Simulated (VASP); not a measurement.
Data:

```
BN
1.0
    1.27116    -2.20171     0.00000
    1.27116     2.20171     0.00000
    0.00000     0.00000     4.20425
B N
2 2
Direct
  0.66667   0.33333   0.50022
  0.33333   0.66667   0.00022
  0.66667   0.33333   0.87478
  0.33333   0.66667   0.37478
```

Calculation: PBE GGA with D3 dispersion (Becke-Johnson damping), VASP's PBE PAW potentials (set 64) (plane waves; VASP 6.6.1). Run with 520 eV cut-off, 11×11×6 Γ-centred mesh, tetrahedra with Blöchl corrections, potentials B N.

### Question
Estimate the energy per atom (σ→0).

### Answer

- energy per atom (σ→0) = -8.916 eV/atom

The compound is BN in the wurtzite structure, a metastable high-pressure form. It was relaxed first.
